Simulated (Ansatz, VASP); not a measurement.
# Cross-check of MoS2 between VASP and Ansatz

One calculation is typed for both programs; each brings its own data sets. How far apart do they land? The cell is taken from a series of runs on this material, whose earlier steps may have relaxed, scaled, displaced or heated it; both programs get it as it stands.

Method: plane waves, with VASP 6.6.1 beside it; relaxation of cell and atoms at PBE and zone-centre phonons at PBE, in Ansatz 0.2.0.

## (1) Set-up

Symmetry: P6_3/mmc, No. 194, hexagonal system. The conventional cell has a = 3.185 Å, b = 3.185 Å, c = 14.743 Å, α = 90.00°, β = 90.00°, γ = 120.00°. Mo has 6 S at 2.41 Å nearest. S has 3 Mo at 2.41 Å nearest. Farther neighbours and most contacts between anions are not listed.

## (2) VASP: relaxation of cell and atoms, PBE

The relaxed volume is the usual yardstick between codes: in a stiff, nearly cubic crystal its relative difference is about their pressure difference at one cell divided by the bulk modulus.

Lines of VASP's logs that name or quote its potential files are left out, and so is its time.

Input file INCAR:

```
SYSTEM = MoS2
PREC = Accurate
ENCUT = 500
EDIFF = 1E-07
NELM = 120
ISMEAR = 0
SIGMA = 0.02
LREAL = .FALSE.
ALGO = Normal
GGA = PE
NBANDS = 32
LASPH = .TRUE.
LORBIT = 11
LWAVE = .FALSE.
LCHARG = .FALSE.
ISIF = 3
IBRION = 2
NSW = 80
EDIFFG = -0.005
GGA_COMPAT = .FALSE.
NELMIN = 4
EFERMI = MIDGAP
KPAR = 2
```

Input file POSCAR:

```
MoS2
1.0
    3.1852970000      0.0000000000      0.0000000000
   -1.5926480000      2.7585480000      0.0000000000
    0.0000000000      0.0000000000     14.7429650000
Mo S
2 4
Direct
    0.3333332287      0.6666666667      0.2499999830
    0.6666664574      0.3333333333      0.7500000170
    0.3333332287      0.6666666667      0.6440318484
    0.6666664574      0.3333333333      0.1440318145
    0.3333332287      0.6666666667      0.8559681855
    0.6666664574      0.3333333333      0.3559682194
```

Input file KPOINTS:

```
Automatic mesh
0
Gamma
9 9 2
0 0 0
```

Potentials, in the order of the species: Mo_sv and S (PBE family, release 64).

Run with:

```console
$ mpirun -np 2 vasp_std
```

Numbers of over 12 decimals in the logs are rounded to 6 here.

Log:

```text
[banner, memory and clock lines left out]
running    2 mpi-ranks, on    1 nodes
 distrk:  each k-point on    1 cores,    2 groups
 distr:  one band on    1 cores,    1 groups

 POSCAR found type information on POSCAR MoS
 POSCAR found :  2 types and       6 ions
 LDA part: xc-table for (Slater+PW92), standard interpolation
 POSCAR, INCAR and KPOINTS ok, starting setup
 FFT: planning ... GRIDC
 FFT: planning ... GRID_SOFT
 FFT: planning ... GRID
 WAVECAR not read
 entering main loop
       N       E                     dE             d eps       ncg     rms          rms(c)
DAV:   1     0.440168827013E+03    0.44017E+03   -0.28714E+04  1736   0.146E+03
DAV:   2    -0.222488154345E+02   -0.46242E+03   -0.45114E+03  1912   0.372E+02
DAV:   3    -0.461574865920E+02   -0.23909E+02   -0.23696E+02  1968   0.760E+01
DAV:   4    -0.467444568184E+02   -0.58697E+00   -0.58494E+00  1912   0.116E+01
DAV:   5    -0.467608611356E+02   -0.16404E-01   -0.16396E-01  2000   0.192E+00    0.332E+01
DAV:   6    -0.445368807140E+02    0.22240E+01   -0.21406E+01  1696   0.249E+01    0.129E+01
DAV:   7    -0.440614348138E+02    0.47545E+00   -0.88871E+00  1712   0.158E+01    0.798E+00
DAV:   8    -0.437146093195E+02    0.34683E+00   -0.14098E+00  1960   0.677E+00    0.265E+00
DAV:   9    -0.437235022948E+02   -0.88930E-02   -0.13666E-01  2048   0.179E+00    0.127E+00
DAV:  10    -0.437149572864E+02    0.85450E-02   -0.58111E-02  1888   0.139E+00    0.344E-01
DAV:  11    -0.437149371184E+02    0.20168E-04   -0.22871E-03  1912   0.282E-01    0.184E-01
DAV:  12    -0.437147998226E+02    0.13730E-03   -0.10541E-03  1856   0.169E-01    0.432E-02
DAV:  13    -0.437148287240E+02   -0.28901E-04   -0.20466E-04  1864   0.709E-02    0.280E-02
DAV:  14    -0.437148348840E+02   -0.61600E-05   -0.22813E-05  1936   0.289E-02    0.479E-03
DAV:  15    -0.437148362535E+02   -0.13695E-05   -0.48640E-06  1904   0.104E-02    0.680E-03
DAV:  16    -0.437148360648E+02    0.18865E-06   -0.18809E-06  2008   0.744E-03    0.194E-03
DAV:  17    -0.437148361892E+02   -0.12438E-06   -0.11528E-07  1288   0.209E-03    0.177E-04
DAV:  18    -0.437148361815E+02    0.77134E-08   -0.10294E-08  1064   0.540E-04
   1 F= -.43714836E+02 E0= -.43714836E+02  d E =-.437148E+02
[...]
2 F= -.43714779E+02 E0= -.43714779E+02  d E =0.573879E-04
[...]
3 F= -.43714865E+02 E0= -.43714865E+02  d E =-.290352E-04
[...]
4 F= -.43714865E+02 E0= -.43714865E+02  d E =-.291539E-04
 curvature:  -0.18 expect dE=-0.153E-05 dE for cont linesearch -0.203E-07
 ZBRENT: interpolating
 opt :   0.3119  next Energy=   -43.714865 (dE=-0.293E-04)
 bond charge predicted
       N       E                     dE             d eps       ncg     rms          rms(c)
DAV:   1    -0.437148687893E+02   -0.34271E-05   -0.93694E-05  1624   0.754E-02    0.218E-02
DAV:   2    -0.437148662099E+02    0.25794E-05   -0.20143E-05  1712   0.296E-02    0.669E-03
DAV:   3    -0.437148653014E+02    0.90851E-06   -0.46658E-06  1592   0.101E-02    0.369E-03
DAV:   4    -0.437148650695E+02    0.23188E-06   -0.69158E-07  1504   0.521E-03    0.115E-03
DAV:   5    -0.437148648806E+02    0.18895E-06   -0.12129E-07   960   0.215E-03    0.134E-03
DAV:   6    -0.437148646219E+02    0.25867E-06   -0.24004E-08   808   0.104E-03    0.312E-04
DAV:   7    -0.437148645724E+02    0.49499E-07   -0.10689E-08   792   0.631E-04
   5 F= -.43714865E+02 E0= -.43714865E+02  d E =-.283909E-04
 curvature:  -0.89 expect dE=-0.828E-05 dE for cont linesearch -0.239E-05
 trial: gam=-0.07162 g(F)=  0.395E-05 g(S)=  0.533E-05 ort = 0.204E-04 (trialstep = 0.862E+00)
 search vector abs. value=  0.716E-05
 reached required accuracy - stopping structural energy minimisation
```

OUTCAR, selected parts (step 2):

```text
ion  position               nearest neighbor table
   1  0.333  0.667  0.250-   4 2.41   4 2.41   6 2.41   4 2.41   6 2.41   6 2.41
   2  0.667  0.333  0.750-   5 2.41   3 2.41   5 2.41   3 2.41   5 2.41   3 2.41
   3  0.333  0.667  0.644-   2 2.41   2 2.41   2 2.41
   4  0.667  0.333  0.144-   1 2.41   1 2.41   1 2.41
   5  0.333  0.667  0.856-   2 2.41   2 2.41   2 2.41
   6  0.667  0.333  0.356-   1 2.41   1 2.41   1 2.41

  LATTYP: Found a hexagonal cell.
 ALAT       =     3.1852970000
 C/A-ratio  =     4.6284428108

 Subroutine GETGRP returns: Found 24 space group operations
 (whereof 12 operations were pure point group operations)

The static configuration has the point symmetry D_3d.
 The point group associated with its full space group is D_6h.

 Found     24 irreducible k-points:

   k-points           NKPTS =     24   k-points in BZ     NKDIM =     24   number of bands    NBANDS=     32

   dimension x,y,z NGX =    24 NGY =   24 NGZ =  108
   dimension x,y,z NGXF=    48 NGYF=   48 NGZF=  216

   ENCUT  =  500.0 eV  36.75 Ry    6.06 a.u.   5.81  5.81 26.88*2*pi/ulx,y,z

   NELECT =      52.0000    total number of electrons

 k-points in reciprocal lattice and weights: Automatic mesh
   0.00000000  0.00000000  0.00000000       0.006
   0.11111111  0.00000000  0.00000000       0.037
   0.22222222 -0.00000000  0.00000000       0.037
   0.33333333 -0.00000000  0.00000000       0.037
   0.44444444 -0.00000000  0.00000000       0.037
   0.11111111  0.11111111  0.00000000       0.037
   0.22222222  0.11111111  0.00000000       0.074
   0.33333333  0.11111111  0.00000000       0.074
   0.44444444  0.11111111  0.00000000       0.037
[...]
0.33333333  0.22222222  0.50000000       0.074
   0.33333333  0.33333333  0.50000000       0.012

 average (electrostatic) potential at core
       1 -76.9829       2 -76.9830       3 -86.6472       4 -86.6472       5 -86.6473
       6 -86.6472

 E-fermi :   5.5717

 k-point     1 :       0.0000    0.0000    0.0000
  band No.  band energies     occupation
    ...
     22       3.1319      2.00000
     23       3.1320      2.00000
     24       3.1799      2.00000
     25       4.4420      2.00000
     26       4.8470      2.00000
     27       7.3901      0.00000
     28       7.3901      0.00000
     29       7.3921      0.00000
     30       7.3921      0.00000
     31       7.6337      0.00000
    ...

 k-point     2 :       0.1111    0.0000    0.0000
  band No.  band energies     occupation
    ...
     22       2.8574      2.00000
     23       3.4095      2.00000
     24       3.7062      2.00000
     25       4.3884      2.00000
     26       4.6772      2.00000
     27       7.1407      0.00000
     28       7.1852      0.00000
     29       7.2422      0.00000
     30       7.3034      0.00000
     31       7.4370      0.00000
    ...

 k-point     3 :       0.2222   -0.0000    0.0000
  band No.  band energies     occupation
    ...
     22       2.7042      2.00000
     23       3.2905      2.00000
     24       3.5363      2.00000
     25       4.0256      2.00000
     26       4.1020      2.00000
     27       6.6547      0.00000
     28       6.9994      0.00000
     29       7.0605      0.00000
     30       7.0780      0.00000
     31       7.3038      0.00000
    ...

  Total       -0.0172388     -0.0172388     -0.0083059     -0.0000000     -0.0000000      0.0000000
  in kB       -0.2133316     -0.2133315     -0.1027869     -0.0000000     -0.0000000      0.0000000
  external PRESSURE =      -0.1764833 kB  Pullay stress =       0.0000000 kB

  energy-cutoff  :      500.00
  volume of cell :      129.47
      direct lattice vectors                 reciprocal lattice vectors
     3.184689894 -0.000000000  0.000000000     0.314002315  0.181289272  0.000000000
    -1.592344447  2.758022231 -0.000000000     0.000000000  0.362578658 -0.000000000
    -0.000000000  0.000000000 14.739962651     0.000000000  0.000000000  0.067842777

 POSITION                                       TOTAL-FORCE (eV/Angst)
 -----------------------------------------------------------------------------------
     -0.00000      1.83868      3.68499         0.000000      0.000000      0.000000
      1.59234      0.91934     11.05497        -0.000000     -0.000000     -0.000000
     -0.00000      1.83868      9.49311         0.000000      0.000000     -0.004526
      1.59234      0.91934      2.12313         0.000000      0.000000     -0.004526
     -0.00000      1.83868     12.61683        -0.000000      0.000000      0.004526
      1.59234      0.91934      5.24685        -0.000000      0.000000      0.004526
 -----------------------------------------------------------------------------------
    total drift:                                0.002937      0.000326     -0.001159

  FREE ENERGIE OF THE ION-ELECTRON SYSTEM (eV)
  ---------------------------------------------------
  free  energy   TOTEN  =       -43.7148645724 eV

  energy  without entropy=      -43.7148645724  energy(sigma->0) =      -43.71486457

 reached required accuracy - stopping structural energy minimisation

 total charge
# of ion       s       p       d       tot
------------------------------------------
    1        2.288   6.216   3.929  12.433
    2        2.288   6.216   3.929  12.433
    3        1.363   2.338   0.000   3.700
    4        1.363   2.338   0.000   3.700
    5        1.363   2.338   0.000   3.700
    6        1.363   2.338   0.000   3.700
--------------------------------------------------
tot         10.028  21.782   7.858  39.668

[... 3 further parts left out ...]
```

CONTCAR:

```
MoS2
   1.00000000000000
     3.1846898944977933   -0.0000000001100408    0.0000000000000000
    -1.5923444474394928    2.7580222313362888   -0.0000000000000000
    -0.0000000000000000    0.0000000000000000   14.7399626510869517
  Mo              S
     2     4
Direct
     0.3333332286999990    0.6666666667000030    0.2499999830000021
     0.6666664573999981    0.3333333332999970    0.7500000169999979
     0.3333332286999990    0.6666666667000030    0.6440389500156264
     0.6666664573999981    0.3333333332999970    0.1440389161156325
     0.3333332286999990    0.6666666667000030    0.8559610838843675
     0.6666664573999981    0.3333333332999970    0.3559611177843685
```

## (3) Ansatz: relaxation of cell and atoms, PBE

Ansatz runs on its default PAW (the set named soft_2) files.

The same cell, functional, mesh and smearing now go to Ansatz, which takes its cutoff from its data sets.

Input file input.yaml:

```yaml
crystal:
  lattice:
    - [3.1852967269, 0.0, 0.0]
    - [-1.5926483634, 2.7585478841, 0.0]
    - [0.0, 0.0, 14.7429652488]
  atoms:
    - { symbol: Mo, position: [0.3333333333, 0.6666666667, 0.25] }
    - { symbol: Mo, position: [0.6666666667, 0.3333333333, 0.75] }
    - { symbol: S, position: [0.3333333333, 0.6666666667, 0.6440318121] }
    - { symbol: S, position: [0.6666666667, 0.3333333333, 0.1440318121] }
    - { symbol: S, position: [0.3333333333, 0.6666666667, 0.8559681879] }
    - { symbol: S, position: [0.6666666667, 0.3333333333, 0.3559681879] }
kpoints:
  mp_grid: { grid: [9, 9, 2] }
hamiltonian:
  xc: pbe
scf:
  occupations: { method: gaussian, width: 0.02 }
output:
  forces: true
  stress: true
  eigenvalues: true
  write_density: true
  write_potential: true
  elf: true
  volumetric_format: npy
relax:
  adjacent_minimum: "off"
  f_tol: 0.005
  max_steps: 80
  cell: { stress_tol: 0.05 }
```

Run with:

```console
$ ansatz run input.yaml --threads 8 --pin off --max-ram 14336MiB --backend cpu --events-out ev --progress --plain --runs-dir out
```

Log:

```text
Engine: ansatz 0.2.0, aarch64-unknown-linux-gnu
Pseudopotentials: kind: paw
Pseudopotential: Mo, paw, valence charge 14, recommended cutoff 420 eV (normal), Mo.paw.azcp
Pseudopotential: S, paw, valence charge 6, recommended cutoff 420 eV (normal), S.paw.azcp
Functional definition: PBE
  parameter kappa = 0.804
  parameter beta = 0.066725
  exchange = pbe_x(kappa = kappa, mu = beta*pi^2/3)
  correlation = pbe_c(beta = beta)
Crystal: 6 atoms, lattice volume = 129.543 Å³
Basis set: ecut = 420 eV, 2581 PW (Γ), exchange–correlation on 48×48×200 points (8 copies of the dense FFT grid, shifted against one another)
Bands: 32, of which v1, the nominal top of the filled ones, is band 26 counted from 1 (25 counted from 0)
Symmetry: 24 space group operations
Space group: P63/mmc (ITA 194), of the structure as read, at distance tolerance 5.1e-5 Å
k-points: 24 of 162
Non-local potential: Mo, projectors of the file, l = 0: 3, l = 1: 2, l = 2: 2, l = 3: 1
Non-local potential: S, projectors of the file, l = 0: 2, l = 1: 2, l = 2: 2
PAW form: soft (Blöchl's): semilocal exchange-correlation on the pseudo side does not see the compensation charge
PAW one-centre angular grid: Mo, 590 points (default); XC on 64 Gauss nodes
PAW one-centre angular grid: S, 110 points (default); XC on 64 Gauss nodes
Initial density: superposition of atomic densities (neutral atoms: chi_scale 0, normalization atom), corrected by the library's trained network
Initial wavefunctions: pseudopotential atomic-orbital guess
Functional: x = pbe(κ = 0.804, μ = 0.219515), c = pbe(β = 0.066725)
SCF iter   1: F=—  HF=-13525.628072 eV  |F-HF|=—  |Δ(HF+E_count)|=         —  Δρ=5.01e-3  dr2=1.50e-2  ethr=1.77e-3  ⟨swp⟩=8.5  Hψ=3896  notcnv=0
preconditioner: auto → Resta (q_TF=auto, 2.343 Å⁻¹)  ε∞=7.5  [insulator: Δε(μ)=1.418 eV  Ē_g=7.649 eV  σ=0.020 eV  W_gap=1.00  n_scr=28 (ndim 8)  ℏωp=19.6 eV  f_vac=0.182  D(μ)=0.00/eV (n_scr^D=0)  ε∞_Penn≈7.5]
SCF iter   2: F=—  HF=-13525.636080 eV  |F-HF|=—  |Δ(HF+E_count)|=   8.01e-3  Δρ=2.83e-3  dr2=3.35e-3  ethr=2.88e-5  ⟨swp⟩=3.0  Hψ=1602  notcnv=0  defer=38
SCF iter   3: F=—  HF=-13525.640500 eV  |F-HF|=—  |Δ(HF+E_count)|=   4.42e-3  Δρ=1.16e-3  dr2=1.62e-3  ethr=6.44e-6  ⟨swp⟩=2.0  Hψ=1151  notcnv=0  defer=38
SCF iter   4: F=—  HF=-13525.641172 eV  |F-HF|=—  |Δ(HF+E_count)|=   6.71e-4  Δρ=1.38e-4  dr2=5.32e-5  ethr=3.11e-6  ⟨swp⟩=2.0  Hψ=1075  notcnv=0  defer=38
SCF iter   5: F=—  HF=-13525.641131 eV  |F-HF|=—  |Δ(HF+E_count)|=   4.05e-5  Δρ=6.06e-5  dr2=1.48e-5  ethr=1.02e-7  ⟨swp⟩=2.0  Hψ=1161  notcnv=0  defer=38
SCF iter   6: F=—  HF=-13525.641133 eV  |F-HF|=—  |Δ(HF+E_count)|=   1.89e-6  Δρ=1.39e-5  dr2=4.27e-7  ethr=2.84e-8  ⟨swp⟩=2.0  Hψ=1044  notcnv=0  defer=38
SCF iter   7: F=-13525.641134 eV  HF=-13525.641133 eV  |F-HF|=5.77e-8  |Δ(HF+E_count)|=   4.64e-7  Δρ=4.39e-6  dr2=2.91e-8  ethr=1.92e-10  ⟨swp⟩=14.2  Hψ=6048  notcnv=0
SCF 1 converged in 7 iterations: F = -13525.641134 eV  dr2 = 2.91e-8
  greatest PAW one-centre occupation: 0.998 electrons in one spin orbital (limit 2), on the Mo atom at site 1 (counted from 0), in its partial waves of l = 0
relax step   1: F+E_penalty+E_count = -13525.64113355 eV  Δ(F+E_penalty+E_count) = +0.000e0 eV  max|allowed force component| = 4.747e-3 eV/Å  Δτ_max = 0.0000 Å  P = +0.011 GPa  Ω = 129.543 Å³  (7 SCF iters, dr2 threshold 1.00e-7 eV, accepted)
Initial density: handed on by an earlier stage of this run
Initial wavefunctions: pseudopotential atomic-orbital guess (no wavefunctions were taken with the density)
iter 1 solved again at ethr=1.76e-7 eV; its pass at ethr=3.10e-3 eV (dr2=9.13e-5 eV) is discarded
SCF iter   1: F=—  HF=-13525.641193 eV  |F-HF|=—  |Δ(HF+E_count)|=         —  Δρ=4.69e-6  dr2=3.57e-8  ethr=1.76e-7  ⟨swp⟩=4.2  Hψ=6147  notcnv=0
eigensolver tolerance schedule: the retry pair's looser diagonalisation over-reported the residual by 2558.99 of it (diagonalisation noise at 0.17 of the residual, at the tolerance the schedule requests for it); recorded, not acted on — ethr = c·dr2/N_el stays at c = 1.0e-1
preconditioner: auto → Resta (q_TF=auto, 2.343 Å⁻¹)  ε∞=7.5  [insulator: Δε(μ)=1.436 eV  Ē_g=7.660 eV  σ=0.020 eV  W_gap=1.00  n_scr=28 (ndim 8)  ℏωp=19.6 eV  f_vac=0.181  D(μ)=0.00/eV (n_scr^D=0)  ε∞_Penn≈7.5]
SCF iter   2: F=—  HF=-13525.641134 eV  |F-HF|=—  |Δ(HF+E_count)|=   5.92e-5  Δρ=2.92e-6  dr2=1.63e-8  ethr=6.86e-11  ⟨swp⟩=2.9  Hψ=1677  notcnv=0
SCF iter   3: F=—  HF=-13525.641134 eV  |F-HF|=—  |Δ(HF+E_count)|=   1.88e-8  Δρ=1.83e-6  dr2=5.99e-9  ethr=3.13e-11  ⟨swp⟩=2.0  Hψ=1038  notcnv=0
SCF iter   4: F=—  HF=-13525.641134 eV  |F-HF|=—  |Δ(HF+E_count)|=   1.63e-8  Δρ=4.39e-7  dr2=3.24e-10  ethr=1.15e-11  ⟨swp⟩=2.1  Hψ=1180  notcnv=0
SCF iter   5: F=—  HF=-13525.641134 eV  |F-HF|=—  |Δ(HF+E_count)|=  2.76e-10  Δρ=1.95e-7  dr2=8.96e-11  ethr=1.00e-12  ⟨swp⟩=2.2  Hψ=1080  notcnv=0
SCF iter   6: F=-13525.641134 eV  HF=-13525.641134 eV  |F-HF|=0.00e0  |Δ(HF+E_count)|=  4.18e-11  Δρ=7.27e-8  dr2=8.27e-12  ethr=1.00e-12  ⟨swp⟩=7.0  Hψ=3726  notcnv=0
SCF 2 converged in 6 iterations: F = -13525.641134 eV  dr2 = 8.27e-12
relax step   2: F+E_penalty+E_count = -13525.64113356 eV  Δ(F+E_penalty+E_count) = -1.317e-8 eV  max|allowed force component| = 4.738e-3 eV/Å  Δτ_max = 0.0000 Å  P = +0.011 GPa  Ω = 129.543 Å³  stress off target by 4.38e-2 GPa  SCF on the basis re-selected at this cell (its energy is not comparable with the rows above)  (6 SCF iters)
basis re-selected at this cell: Δ(F+E_penalty+E_count) = -1.317e-8 eV, ΔP = -0.000 GPa vs the last step (what re-selecting the basis moved, of the pressure what is left beyond the Pulay correction that the steps carried, after the strain that the cell walked since its last selection, with what the two solves' SCF thresholds leave and, on support functions, any second-order correction that the steps lacked; it is no m [...]
SCF converged after 6 iterations
Free energy (F): -13525.641134 eV
Harris-Foulkes:  -13525.641134 eV  (|F-HF|=0.00e0)
Internal energy: -13525.641134 eV  (E = F + TS)
E sigma→0 (E₀):  -13525.641134 eV
Fermi energy:    8.374878 eV
--- Per-component energies (eV) ---
  E_band       = -456.326328
  E_kinetic    = 1309.807947
  E_local      = -5767.331820  (includes V_loc(G=0)·N_el)
  E_nonlocal   = 398.131367
  E_hartree    = 2359.165942
  E_xc         = -756.101508
  E_vxc        = -808.728235  (∫ρ·V_xc dr)
  E_paw        = -8802.942333  (= ΣΔE_a)
  E_vpaw       = -306.537379  (= ΣTr[D̂ρ^β])
  E_aug_tail   = 0.000085  (compensation charges beyond the density's cutoff)
  E_ewald      = -2266.370812
  E_smearing   = -0.000000  (= −TS)
  E_closure    = -0.000000  (closes the sum)
  Σ components = -13525.641134   (vs F -13525.641134, Δ=0.00e0)
--- Forces (eV/Å), atoms counted from 1 ---
  atom   1  Mo     0.00000000    -0.00000000     0.00000000
  atom   2  Mo     0.00000000     0.00000000     0.00000000
  atom   3  S      0.00000000     0.00000000    -0.00473838
  atom   4  S      0.00000000    -0.00000000    -0.00473838
  atom   5  S      0.00000000     0.00000000     0.00473838
  atom   6  S     -0.00000000    -0.00000000     0.00473838
  max |Σ_I F_I| component: 1.73e-17 eV/Å
--- Stress (GPa, compression-positive) ---
       -0.004785      -0.000000       0.000000
        0.000000      -0.004785       0.000000
        0.000000       0.000000       0.043773
  P = ⅓ Tr σ = 0.0114 GPa (0.114 kbar)
--- Band table (eV; the first three rows and the last of 24) ---
  k-point 0: bands = [... 22 lower, 5.9350, 5.9907, 7.2507, 7.6570, 10.1917, 10.1917, 10.1937, 10.1937, ... 2 higher]
  k-point 1: bands = [... 22 lower, 5.9338, 5.9338, 7.4879, 7.4879, 10.1927, 10.1927, 10.1927, 10.1927, ... 2 higher]
  k-point 2: bands = [... 22 lower, 6.2175, 6.5168, 7.1974, 7.4877, 9.9427, 9.9841, 10.0394, 10.1038, ... 2 higher]
  k-point 23: bands = [... 22 lower, 5.2985, 5.2985, 7.4203, 7.4203, 9.0933, 9.0933, 10.4981, 10.4981, ... 2 higher]
--- Relaxed structure (1 steps of the walk, 1 accepted, 1 SCFs on fresh bases) ---
  F+E_penalty+E_count = -13525.64113356 eV   max|allowed force component| = 4.738e-3 eV/Å   (the final SCF, on the basis selected at the relaxed cell)
  cell:  # Å, volume = 129.5434 Å³
    - [3.185297, -2.8867470893960916e-11, 0.0]
    - [-1.592648, 2.758548, 0.0]
    - [0.0, 0.0, 14.7429652488]
  atoms:
    - { symbol: Mo, position: [0.333333, 0.666667, 0.25] }
    - { symbol: Mo, position: [0.666667, 0.333333, 0.75] }
    - { symbol: S, position: [0.333333, 0.666667, 0.6440318121] }
    - { symbol: S, position: [0.666667, 0.333333, 0.1440318121] }
    - { symbol: S, position: [0.333333, 0.666667, 0.8559681879] }
    - { symbol: S, position: [0.666667, 0.333333, 0.3559681879] }
```

The column dr2 measures how far the density is from self-consistency, as an energy; F and HF (Harris–Foulkes) agree once it is small.

(Part 1 of 2 ends here.)

[Lines on the potential files, build, host, timing and source positions are cut from VASP's logs without a mark.]

[Logs are printed without paths, hosts, clocks, repeated set-up lines and the standing remarks that a program may print on its own settings, such as how far it seeks lower states.]

[Hosts, paths, dates, database ids (printed as entryN), source tags and the programs' standing remarks are cut or masked in the printed files.]
